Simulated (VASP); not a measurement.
# Be2Ru in VASP: notebook, part 2 of 2

VASP 6.6.1. The steps go on from the part before.

## (3) Density of states, PBEsol+U

The input, POSCAR:

```
Be2Ru
1.0
    2.6011000000      0.0000000000      0.0000000000
   -1.3005500000      2.2526200000      0.0000000000
    0.0000000000      0.0000000000     30.8837600000
Be Ru
2 1
Direct
    0.3333300000      0.6666700000      0.3344800000
    0.6666700000      0.3333300000      0.2159700000
    0.0000000000      0.0000000000      0.2752300000
```

The input, INCAR.step1:

```
SYSTEM = Be2Ru
PREC     = Accurate       ! precision mode
ENCUT    = 520            ! plane-wave cutoff, eV
EDIFF    = 1E-7           ! SCF threshold, eV
ISMEAR   = -1             ! smearing method
SIGMA    = 0.05           ! smearing width, eV
LREAL    = .False.        ! projectors in reciprocal space
LASPH    = .True.         ! aspherical terms in the spheres
NELM     = 80             ! most SCF steps
ALGO     = Normal         ! electronic algorithm
ISIF     = 2              ! what is computed and relaxed
LWAVE    = .False.        ! write WAVECAR
LCHARG   = .True.         ! write CHGCAR
LMAXMIX  = 4              ! l up to which the mixer works
LDAU     = .True.         ! DFT+U
LDAUTYPE = 2            
LDAUL    = -1 2           ! shell
LDAUU    = 0 2            ! U, eV
LDAUJ    = 0 0          
LDAUPRINT= 1            
LDIPOL   = .True.       
IDIPOL   = 3            
DIPOL    = 0.5 0.5 0.275
GGA      = PS             ! functional
```

The input, KPOINTS.step1:

```
Automatic mesh
0
Gamma
  12 12 1
  0 0 0
```

The input, INCAR.step2:

```
SYSTEM = Be2Ru
PREC     = Accurate       ! precision mode
ENCUT    = 520            ! plane-wave cutoff, eV
EDIFF    = 1E-7           ! SCF threshold, eV
ISMEAR   = -5             ! smearing method
SIGMA    = 0.05           ! smearing width, eV
LREAL    = .False.        ! projectors in reciprocal space
LASPH    = .True.         ! aspherical terms in the spheres
NELM     = 80             ! most SCF steps
ALGO     = Normal         ! electronic algorithm
ISIF     = 2              ! what is computed and relaxed
LWAVE    = .False.        ! write WAVECAR
LCHARG   = .False.        ! write CHGCAR
LMAXMIX  = 4              ! l up to which the mixer works
LDAU     = .True.         ! DFT+U
LDAUTYPE = 2            
LDAUL    = -1 2           ! shell
LDAUU    = 0 2            ! U, eV
LDAUJ    = 0 0          
LDAUPRINT= 1            
LDIPOL   = .True.       
IDIPOL   = 3            
DIPOL    = 0.5 0.5 0.275
GGA      = PS             ! functional
LORBIT   = 11             ! projections on sites
NEDOS    = 2001           ! points of the DOS
ICHARG   = 11             ! starting density
```

The input, KPOINTS.step2:

```
Automatic mesh
0
Gamma
  18 18 1
  0 0 0
```

Potentials or basis: VASP PAW PBE potentials, release 64 (Be, Ru_pv).

Command:

```sh
$ cat potpaw_PBE.64/Be/POTCAR potpaw_PBE.64/Ru_pv/POTCAR > POTCAR
$ cp INCAR.step1 INCAR
$ cp KPOINTS.step1 KPOINTS
$ mpirun -np 1 vasp_std > vasp.out
$ cp INCAR.step2 INCAR
$ cp KPOINTS.step2 KPOINTS
$ mpirun -np 1 vasp_std > vasp.out
```

OUTCAR:

```text
SYSTEM = Be2Ru
   PREC = Accurate
   ENCUT = 520
   EDIFF = 1E-7
   ISMEAR = -5
   LREAL = .False.
   LASPH = .True.
   NELM = 80
   ISIF = 2
   GGA = PS
   LORBIT = 11
   ICHARG = 11

 ion  position               nearest neighbor table
   1  0.333  0.667  0.334-   3 2.37   3 2.37   3 2.37
   2  0.667  0.333  0.216-   3 2.37   3 2.37   3 2.37
   3  0.000  0.000  0.275-   1 2.37   1 2.37   1 2.37   2 2.37   2 2.37   2 2.37

  LATTYP: Found a hexagonal cell.
 ALAT       =     2.6011000000
 C/A-ratio  =    11.8733458921

  Lattice vectors:

 A1 = (   2.6011000000,   0.0000000000,   0.0000000000)
 A2 = (  -1.3005500000,   2.2526200000,   0.0000000000)
 A3 = (   0.0000000000,   0.0000000000,  30.8837600000)

Analysis of symmetry for initial positions (statically):
=====================================================================
 Subroutine PRICEL returns:
 Original cell was already a primitive cell.

 Routine SETGRP: Setting up the symmetry group for a
 hexagonal supercell.

 Subroutine GETGRP returns: Found  2 space group operations
 (whereof  2 operations were pure point group operations)
 out of a pool of 24 trial point group operations.

The static configuration has the point symmetry C_1h.

Analysis of symmetry for dynamics (positions and initial velocities):
=====================================================================
 Subroutine PRICEL returns:
 Original cell was already a primitive cell.

 Routine SETGRP: Setting up the symmetry group for a
 hexagonal supercell.

 Subroutine GETGRP returns: Found  2 space group operations
 (whereof  2 operations were pure point group operations)
 out of a pool of 24 trial point group operations.

The dynamic configuration has the point symmetry C_1h.

 Subroutine INISYM returns: Found  2 space group operations
 (whereof  2 operations are pure point group operations),
 and found     1 'primitive' translations
[... 180 lines left out ...]
  ext. energy  EPLUGINS =         0.00000000
  ---------------------------------------------------
  free energy    TOTEN  =       -14.23214672 eV

  energy without entropy =      -14.23214672  energy(sigma->0) =      -14.23214672

 E-fermi :  -2.2971     XC(G=0):  -2.7475

 val. band max:       -2.3121340975   @ k =   0.1667   0.1111   0.0000
 cond. band min:      -2.3124874277   @ k =   0.1667   0.0556   0.0000
 fundamental gap:     -0.0003533302
 Fermi energy:        -2.2970814954

 k-point     1 :       0.0000    0.0000    0.0000
  band No.  band energies     occupation
      1     -44.6070      2.00000
      2     -44.1653      2.00000
      3     -44.1653      2.00000
      4     -10.3991      2.00000
      5      -8.0804      2.00000
      6      -7.4674      2.00000
      7      -4.4608      2.00000
      8      -4.4607      2.00000
      9      -3.6772      2.00000
     10      -2.5700      2.00000
     11      -1.8542      0.00000
     12      -1.8542      0.00000
     13       1.9960      0.00000
[... 354 lines left out ...]
  band No.  band energies     occupation
      1     -44.5720      2.00000
      2     -44.3900      2.00000
      3     -44.2207      2.00000
      4      -9.7258      2.00000
      5      -7.8623      2.00000
      6      -6.8654      2.00000
      7      -5.0789      2.00000
      8      -3.7072      2.00000
      9      -3.5957      2.00000
     10      -3.1840      2.00000
     11      -2.1296     -0.14789
     12      -0.5886      0.00000
     13       2.6047      0.00000

 [... further k-points ...]

------------------------ aborting loop because EDIFF is reached ----------------------------------------

 vacuum level on the upper side and lower side of the slab       (xc-potential included)        -0.009        -0.009

  FORCE on cell =-STRESS in cart. coord.  units (eV):
  Direction    XX          YY          ZZ          XY          YZ          ZX
  --------------------------------------------------------------------------------------
  -------------------------------------------------------------------------------------
  Total       -0.6877915     -0.6878713     -1.0386896     -0.0000684     -0.0000418      0.0000724
  in kB       -6.0896489     -6.0903552     -9.1964716     -0.0006054     -0.0003702      0.0006407
  external PRESSURE =      -7.1254919 kB  Pullay stress =       0.0000000 kB

 VOLUME and BASIS-vectors are now :
 -----------------------------------------------------------------------------
  energy-cutoff  :      520.00
  volume of cell :      180.96
      direct lattice vectors                 reciprocal lattice vectors
     2.601100000  0.000000000  0.000000000     0.384452732  0.221963758  0.000000000
    -1.300550000  2.252620000  0.000000000     0.000000000  0.443927516  0.000000000
     0.000000000  0.000000000 30.883760000     0.000000000  0.000000000  0.032379477

 POSITION                                       TOTAL-FORCE (eV/Angst)
 -----------------------------------------------------------------------------------
     -0.00001      1.50175     10.33000         0.000020     -0.000012     -0.295751
      1.30056      0.75087      6.66997        -0.000018      0.000011      0.297190
      0.00000      0.00000      8.50014        -0.000001      0.000001     -0.001439
 -----------------------------------------------------------------------------------
    total drift:                               -0.000002      0.000002     -0.000051

  FREE ENERGIE OF THE ION-ELECTRON SYSTEM (eV)
  ---------------------------------------------------
  free  energy   TOTEN  =       -14.2321467188 eV

  energy  without entropy=      -14.2321467188  energy(sigma->0) =      -14.23214672

 vacuum level on the upper side and lower side of the slab         2.381         2.381

 total charge

# of ion       s       p       d       tot
------------------------------------------
    1        0.395   0.515   0.000   0.910
    2        0.395   0.515   0.000   0.910
    3        0.411   6.337   6.164  12.911
--------------------------------------------------
tot          1.200   7.367   6.164  14.731
```

OUTCAR.step1:

```text
SYSTEM = Be2Ru
   PREC = Accurate
   ENCUT = 520
   EDIFF = 1E-7
   ISMEAR = -1
   LREAL = .False.
   LASPH = .True.
   NELM = 80
   ISIF = 2
   GGA = PS
[... 650 lines left out ...]
      1.30056      0.75087      6.66997        -0.000022      0.000013      0.243016
      0.00000      0.00000      8.50014         0.000000     -0.000000     -0.001405
 -----------------------------------------------------------------------------------
    total drift:                                0.000000     -0.000000     -0.000054

  FREE ENERGIE OF THE ION-ELECTRON SYSTEM (eV)
  ---------------------------------------------------
  free  energy   TOTEN  =       -14.2399189359 eV

  energy  without entropy=      -14.2247771354  energy(sigma->0) =      -14.23234804

 vacuum level on the upper side and lower side of the slab         2.381         2.381
```

Wall time 3.5 min (1 thread of Intel Xeon Platinum 8488C (Sapphire Rapids), shared host); peak memory 0.43 GiB.

What came out:

| Quantity | Value |
| --- | --- |
| Valence electrons inside the program's atomic spheres | Be 0.91; Ru 12.91 |

States per cell in windows of 1 eV (zero at the Fermi level; states under -8 eV left out):
```
from (eV)  total  Ru3_d  Be1_p  Be2_p  Ru3_p  Be1_s  Be2_s
     -8.0   0.24   0.00   0.01   0.01   0.00   0.03   0.03
     -7.0   0.32   0.02   0.01   0.01   0.01   0.03   0.03
     -6.0   2.79   1.16   0.09   0.09   0.09   0.20   0.20
     -5.0   1.43   0.86   0.04   0.04   0.03   0.04   0.03
     -4.0   1.40   0.81   0.06   0.06   0.04   0.03   0.03
     -3.0   1.66   1.10   0.06   0.06   0.08   0.01   0.01
     -2.0   2.30   1.14   0.14   0.14   0.10   0.04   0.04
     -1.0   1.84   1.05   0.09   0.09   0.05   0.03   0.03
      0.0   1.59   0.79   0.10   0.10   0.05   0.03   0.03
      1.0   1.01   0.49   0.06   0.06   0.03   0.02   0.02
      2.0   1.57   0.62   0.13   0.13   0.05   0.04   0.04
      3.0   1.66   0.25   0.20   0.20   0.07   0.06   0.06
      4.0   0.96   0.12   0.11   0.11   0.03   0.03   0.03
      5.0   0.86   0.09   0.08   0.08   0.01   0.04   0.04
      6.0   0.39   0.02   0.04   0.04   0.00   0.01   0.01
      7.0   0.00   0.00   0.00   0.00   0.00   0.00   0.00
```

Eigenvalues of the final occupation matrices:
```
    site  spin  trace               eigenvalues
site 3 d     1   3.11  0.57 0.57 0.63 0.67 0.67
site 3 d     2   3.11  0.57 0.57 0.63 0.67 0.67
```

Caveat: the PAW data sets were made with another functional, which shifts forces and pressure a little; U without spin polarisation on a metal has little footing; the U is typed as a test and isn't derived for this compound; tetrahedron occupations give inexact forces and stress in metals.
